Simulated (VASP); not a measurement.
# La2P6Ru (Fm-3m) in VASP: a series of runs

One crystal, La2P6Ru, is run at these levels: PBE; tasks: relaxation of cell and atoms, single point.

All numbers are computed with VASP 6.6.1; they aren't measurements. Logs are shortened: lines on timing, memory, paths and dates and some standing lists are left out, and cuts for length are marked.

**1. The cell of the first run**

It takes space group Fm-3m (No. 225, cubic). The conventional cell has a = 8.884 Å, b = 8.884 Å, c = 8.884 Å, α = 90.00°, β = 90.00°, γ = 90.00°. Around La (site symmetry -43m) lie 12 P at 3.14 Å. Around P (site symmetry 4mm) lie 1 Ru at 2.11 Å. Ru (site symmetry m-3m) is surrounded by 6 P at 2.11 Å.

The cell was built by a generator and needn't be a form met in nature.

**2. Relaxation of cell and atoms, PBE (species swapped into the Rb2WCl6 type (Fm-3m, No. 225))**

INCAR reads:

```
SYSTEM = La2P6Ru
ALGO = Normal
EDIFF = 1E-6
EDIFFG = -0.04
ENCUT = 600
GGA = PE
IBRION = 2
ISIF = 3
ISMEAR = 0
LASPH = .True.
LCHARG = .False.
LREAL = .False.
LWAVE = .False.
NELM = 100
NSW = 90
PREC = Accurate
SIGMA = 0.1
```

KPOINTS reads:

```
k-points
0
Gamma
  4 4 4
  0 0 0
```

POSCAR reads:

```
La2P6Ru
1.0
    0.0000000000      4.4421914100      4.4421914100
    4.4421914100      0.0000000000      4.4421914100
    4.4421914100      4.4421914100      0.0000000000
La P Ru
2 6 1
Direct
    0.2500000000      0.2500000000      0.2500000000
    0.7500000000      0.7500000000      0.7500000000
    0.2369999900      0.7630000100      0.7630000100
    0.7630000100      0.2369999900      0.7630000100
    0.7630000100      0.2369999900      0.2369999900
    0.2369999900      0.7630000100      0.2369999900
    0.7630000100      0.7630000100      0.2369999900
    0.2369999900      0.2369999900      0.7630000100
    0.0000000000      0.0000000000      0.0000000000
```

Potentials or basis: VASP PAW PBE potentials, release 64 (La, P, Ru_pv).

The run is started by

```sh
$ cat potpaw_PBE.64/La/POTCAR potpaw_PBE.64/P/POTCAR potpaw_PBE.64/Ru_pv/POTCAR > POTCAR
$ mpirun -np 1 vasp_std > vasp.out
```

OUTCAR:

```text
SYSTEM = La2P6Ru
   EDIFF = 1E-6
   EDIFFG = -0.04
   ENCUT = 600
   GGA = PE
   IBRION = 2
   ISIF = 3
   ISMEAR = 0
   LASPH = .True.
   LREAL = .False.
   NELM = 100
   NSW = 90
   PREC = Accurate

 ion  position               nearest neighbor table
   1  0.250  0.250  0.250-   4 3.14   5 3.14   7 3.14   3 3.14   6 3.14   7 3.14   3 3.14   4 3.14
                             8 3.14   5 3.14   6 3.14   8 3.14
   2  0.750  0.750  0.750-   3 3.14   4 3.14   7 3.14   5 3.14   6 3.14   7 3.14   4 3.14   5 3.14
                             8 3.14   3 3.14   6 3.14   8 3.14
   3  0.237  0.763  0.763-   9 2.11   2 3.14   2 3.14   1 3.14   1 3.14
   4  0.763  0.237  0.763-   9 2.11   2 3.14   2 3.14   1 3.14   1 3.14
   5  0.763  0.237  0.237-   9 2.11   2 3.14   1 3.14   2 3.14   1 3.14
   6  0.237  0.763  0.237-   9 2.11   2 3.14   1 3.14   2 3.14   1 3.14
   7  0.763  0.763  0.237-   9 2.11   2 3.14   2 3.14   1 3.14   1 3.14
   8  0.237  0.237  0.763-   9 2.11   2 3.14   1 3.14   2 3.14   1 3.14
   9  0.000  0.000  0.000-   3 2.11   4 2.11   5 2.11   6 2.11   7 2.11   8 2.11

  LATTYP: Found a face centered cubic cell.
 ALAT       =     8.8843828200

  Lattice vectors:

 A1 = (   0.0000000000,   4.4421914100,   4.4421914100)
 A2 = (   4.4421914100,   0.0000000000,   4.4421914100)
 A3 = (   4.4421914100,   4.4421914100,   0.0000000000)

Analysis of symmetry for initial positions (statically):
=====================================================================
 Subroutine PRICEL returns:
 Original cell was already a primitive cell.

 Routine SETGRP: Setting up the symmetry group for a
 face centered cubic supercell.

 Subroutine GETGRP returns: Found 48 space group operations
 (whereof 48 operations were pure point group operations)
 out of a pool of 48 trial point group operations.

The static configuration has the point symmetry O_h .

Analysis of symmetry for dynamics (positions and initial velocities):
=====================================================================
 Subroutine PRICEL returns:
 Original cell was already a primitive cell.

 Routine SETGRP: Setting up the symmetry group for a
 face centered cubic supercell.

 Subroutine GETGRP returns: Found 48 space group operations
 (whereof 48 operations were pure point group operations)
 out of a pool of 48 trial point group operations.

The dynamic configuration has the point symmetry O_h .

 Subroutine INISYM returns: Found 48 space group operations
 (whereof 48 operations are pure point group operations),
 and found     1 'primitive' translations

----------------------------------------------------------------------------------------

                                     Primitive cell

  volume of cell :     175.3161

  direct lattice vectors                    reciprocal lattice vectors
     0.000000000  4.442191410  4.442191410    -0.112557059  0.112557059  0.112557059
     4.442191410  0.000000000  4.442191410     0.112557059 -0.112557059  0.112557059
     4.442191410  4.442191410  0.000000000     0.112557059  0.112557059 -0.112557059

  length of vectors
     6.282207339  6.282207339  6.282207339     0.194954545  0.194954545  0.194954545

  position of ions in fractional coordinates (direct lattice)
     0.250000000  0.250000000  0.250000000
     0.750000000  0.750000000  0.750000000
     0.236999990  0.763000010  0.763000010
     0.763000010  0.236999990  0.763000010
     0.763000010  0.236999990  0.236999990
     0.236999990  0.763000010  0.236999990
     0.763000010  0.763000010  0.236999990
     0.236999990  0.236999990  0.763000010
     0.000000000  0.000000000  0.000000000

  ion indices of the primitive-cell ions
   primitive index   ion index
                 1           1
                 2           2
                 3           3
                 4           4
                 5           5
                 6           6
                 7           7
                 8           8
                 9           9

----------------------------------------------------------------------------------------

 KPOINTS: k-points

Automatic generation of k-mesh.
 Grid dimensions read from file:
 generate k-points for:    4    4    4

 Generating k-lattice:

  Cartesian coordinates                     Fractional coordinates (reciprocal lattice)
    -0.028139265  0.028139265  0.028139265     0.250000000  0.000000000  0.000000000
     0.028139265 -0.028139265  0.028139265     0.000000000  0.250000000  0.000000000
     0.028139265  0.028139265 -0.028139265     0.000000000  0.000000000  0.250000000

  Length of vectors
     0.048738636  0.048738636  0.048738636

  Shift w.r.t. Gamma in fractional coordinates (k-lattice)
     0.000000000  0.000000000  0.000000000

 Subroutine IBZKPT returns following result:
 ===========================================

 Found      8 irreducible k-points:

 Following reciprocal coordinates:
            Coordinates               Weight
  0.000000  0.000000  0.000000      1.000000
  0.250000  0.000000  0.000000      8.000000
  0.500000  0.000000  0.000000      4.000000
  0.250000  0.250000  0.000000      6.000000
  0.500000  0.250000  0.000000     24.000000
 -0.250000  0.250000  0.000000     12.000000
  0.500000  0.500000  0.000000      3.000000
 -0.250000  0.500000  0.250000      6.000000
   k-points           NKPTS =      8   k-points in BZ     NKDIM =      8   number of bands    NBANDS=     39
   number of dos      NEDOS =    301   number of ions     NIONS =      9
   total plane-waves  NPLWV = 125000
   dimension x,y,z NGX =    50 NGY =   50 NGZ =   50
   dimension x,y,z NGXF=   100 NGYF=  100 NGZF=  100
   ions per type =               2   6   1
   NGX,Y,Z   is equivalent  to a cutoff of  13.23, 13.23, 13.23 a.u.
   NGXF,Y,Z  is equivalent  to a cutoff of  26.46, 26.46, 26.46 a.u.
 SYSTEM =  La2P6Ru
   PREC   = accura    normal or accurate (medium, high low for compatibility)
   ISTART =      0    job   : 0-new  1-cont  2-samecut
   ICHARG =      2    charge: 1-file 2-atom 10-const
   ISPIN  =      1    spin polarized calculation?
   LNONCOLLINEAR =      F non collinear calculations
   LSORBIT =      F    spin-orbit coupling
   LASPH  =      T    aspherical Exc in radial PAW
   ENCUT  =  600.0 eV  44.10 Ry    6.64 a.u.  12.55 12.55 12.55*2*pi/ulx,y,z
   NELM   =    100;   NELMIN=  2; NELMDL= -5     # of ELM steps
   EDIFF  = 0.1E-05   stopping-criterion for ELM
   LREAL  =      F    real-space projection
   EDIFFG = -.4E-01   stopping-criterion for IOM
   NSW    =     90    number of steps for IOM
   IBRION =      2    ionic relax: 0-MD 1-quasi-New 2-CG
   NFREE  =      1    steps in history (QN), initial steepest desc. (CG)
   ISIF   =      3    stress and relaxation
   ISYM   =      2    0-nonsym 1-usesym 2-fastsym
   POTIM  = 0.5000    time-step for ionic-motion
   TEBEG  =    0.0;   TEEND  =   0.0 temperature during run
   PSTRESS=    0.0 pullay stress
   NELECT =      66.0000    total number of electrons
   NUPDOWN=      -1.0000    fix difference up-down
   EMIN   =  10.00;   EMAX   =-10.00  energy-range for DOS
   EFERMI =   0.00;   METHOD = LEGACY
   ISMEAR =     0;   SIGMA  =   0.10  broadening in eV -4-tet -1-fermi 0-gaus
   EFERMI_NEDOS =   21; number of points for ismear=-14 and -15
   IALGO  =     38    algorithm
   IMIX   =      4    mixing-type and parameters
     AMIX     =   0.40;   BMIX     =  1.00
     AMIX_MAG =   1.60;   BMIX_MAG =  1.00
  volume/ion in A,a.u.               =      19.48       131.45
  Fermi-wavevector in a.u.,A,eV,Ry     =   1.182085  2.233818 19.011775  1.397326
  Thomas-Fermi vector in A             =   2.318346
   LORBIT       =      0    0 simple, 1 ext, 2 COOP (PROOUT), +10 PAW based schemes
   GGA     = PE    functional components
   LHFCALC =     F    Hartree Fock is set to
   AEXX    =    0.0000 exact exchange contribution
   IVDW    =     0    specifies the selected vdW correction
   LEPSILON=     F    determine dielectric tensor
   LRPA    =     F    only Hartree local field effects (RPA)
 conjugate gradient relaxation of ions
 non-spin polarized calculation
 Gauss-broadening in eV      SIGMA  =   0.10
  energy-cutoff  :      600.00
  volume of cell :      175.32
 maximum number of plane-waves:      5900
   NGX = 25   NGY = 25   NGZ = 25

--------------------------------------- Ionic step        1  -------------------------------------------

 number of electron      65.9999999 magnetization

 Free energy of the ion-electron system (eV)
  ---------------------------------------------------
  ext. energy  EPLUGINS =         0.00000000
  ---------------------------------------------------
  free energy    TOTEN  =       -51.20371679 eV

  energy without entropy =      -51.15936763  energy(sigma->0) =      -51.18154221

------------------------ aborting loop because EDIFF is reached ----------------------------------------

  FORCE on cell =-STRESS in cart. coord.  units (eV):
  Direction    XX          YY          ZZ          XY          YZ          ZX
  --------------------------------------------------------------------------------------
  -------------------------------------------------------------------------------------
  Total       18.4742240     18.4742240     18.4742240      0.0000000      0.0000000      0.0000000
  in kB      168.8320869    168.8320869    168.8320869      0.0000000      0.0000000      0.0000000
  external PRESSURE =     168.8320869 kB  Pullay stress =       0.0000000 kB
[... 799 lines left out ...]
     38      11.2873      0.00000
     39      12.1474      0.00000

[... ionic steps 4 to 9 ...]

--------------------------------------- Ionic step       10  -------------------------------------------

 number of electron      65.9999998 magnetization

------------------------ aborting loop because EDIFF is reached ----------------------------------------

  FORCE on cell =-STRESS in cart. coord.  units (eV):
  Direction    XX          YY          ZZ          XY          YZ          ZX
  --------------------------------------------------------------------------------------
  -------------------------------------------------------------------------------------
  Total       -1.2027798     -1.2027798     -1.2027798      0.0000000      0.0000000      0.0000000
  in kB      -11.5706839    -11.5706839    -11.5706839      0.0000000      0.0000000      0.0000000
  external PRESSURE =     -11.5706839 kB  Pullay stress =       0.0000000 kB
[... 71 lines left out ...]
  energy  without entropy=      -55.9719883650  energy(sigma->0) =      -55.98567567

--------------------------------------- Ionic step       12  -------------------------------------------

 number of electron      65.9999999 magnetization

 Free energy of the ion-electron system (eV)
  ---------------------------------------------------
  ext. energy  EPLUGINS =         0.00000000
  ---------------------------------------------------
  free energy    TOTEN  =       -56.00371036 eV

  energy without entropy =      -55.97571613  energy(sigma->0) =      -55.98971324

 E-fermi :   9.6286     XC(G=0): -11.0899

 val. band max:        9.5918474107   @ k =   0.5000   0.2500   0.0000
 cond. band min:       9.7178738328   @ k =  -0.2500   0.5000   0.2500
 fundamental gap:      0.1260264221
 Fermi energy:         9.6285507139

 k-point     1 :       0.0000    0.0000    0.0000
  band No.  band energies     occupation
      1     -33.3141      2.00000
      2     -33.3141      2.00000
      3     -33.3141      2.00000
      4     -22.8762      2.00000
      5     -22.8332      2.00000
      6      -6.9422      2.00000
[... 361 lines left out ...]
  FREE ENERGIE OF THE ION-ELECTRON SYSTEM (eV)
  ---------------------------------------------------
  free  energy   TOTEN  =       -56.0037103646 eV

  energy  without entropy=      -55.9757161250  energy(sigma->0) =      -55.98971324

 reached required accuracy - stopping structural energy minimisation
```

Run time: 13 min. Hardware: 1 thread of Intel Xeon Platinum 8488C (Sapphire Rapids), shared host; peak memory 0.43 GiB.

What came out:

| Item | Value |
| --- | --- |
| Free energy | -56.0037 eV |
| Relaxed volume | 18.53 Å³/atom |
| Relaxed cell | a = 6.178 Å, b = 6.178 Å, c = 6.178 Å, α = 60.00°, β = 60.00°, γ = 60.00° |
| Space group after relaxing (to 0.05 Å) | Fm-3m (No. 225) |
| Energy gained by relaxing | 533.3 meV/atom |
| Ionic steps | 12 |
| Pressure after relaxing | -0.2 GPa |
| Largest force after relaxing | 0.012 eV/Å |
| Band gap on the k mesh | none (metal or under the smearing width) |

Forces in eV/Å, atoms in the order of the input:
```
La   0.000  0.000  0.000
La   0.000  0.000  0.000
P   -0.012  0.000  0.000
P    0.000 -0.012  0.000
P    0.012  0.000  0.000
P    0.000  0.012  0.000
P    0.000  0.000 -0.012
P    0.000  0.000  0.012
Ru   0.000  0.000  0.000
```

Step by step:
```csv
step,energy change (eV),largest force (eV/Å),pressure (GPa),volume (Å³)
1,0.0000,5.7348,16.88,175.32
2,-0.5975,0.6991,-15.83,232.73
3,-3.1039,0.9988,-6.76,200.59
4,-3.1162,1.1446,-6.01,199.17
5,-3.1172,1.2335,-5.54,198.34
6,-4.0360,1.1404,-3.13,183.49
7,-4.5527,0.4398,7.74,155.73
8,-4.6548,0.8217,2.96,164.71
9,-4.6626,0.7449,3.99,162.54
10,-4.7180,0.5807,-1.16,166.55
11,-4.7956,0.0399,0.80,164.75
12,-4.8000,0.0124,-0.20,166.75
```

Final structure:
```yaml
crystal:
  lattice:
    - [0.00000, 4.36863, 4.36863]
    - [4.36863, 0.00000, 4.36863]
    - [4.36863, 4.36863, 0.00000]
  atoms:
    - { symbol: La, position: [0.25000, 0.25000, 0.25000] }
    - { symbol: La, position: [0.75000, 0.75000, 0.75000] }
    - { symbol: P, position: [0.27605, 0.72395, 0.72395] }
    - { symbol: P, position: [0.72395, 0.27605, 0.72395] }
    - { symbol: P, position: [0.72395, 0.27605, 0.27605] }
    - { symbol: P, position: [0.27605, 0.72395, 0.27605] }
    - { symbol: P, position: [0.72395, 0.72395, 0.27605] }
    - { symbol: P, position: [0.27605, 0.27605, 0.72395] }
    - { symbol: Ru, position: [0.00000, 0.00000, 0.00000] }
```

Levels at points of the mesh, in eV from the Fermi level:
```
           k point  band 29  band 30  band 31  band 32  band 33  band 34  band 35  band 36
(0.00, 0.00, 0.00)    -1.67    -1.05    -1.05    -1.05     1.28     1.28     1.38     1.38
(0.50, 0.00, 0.00)    -1.23    -1.02    -1.02    -0.40     0.12     0.12     0.19     0.36
(0.50, 0.50, 0.00)    -1.76    -1.66    -1.46    -1.46    -1.43     0.50     0.63     0.63
```

The run has no spin-orbit coupling, so splittings on La are missing.

(Continued in part 2 of 2.)
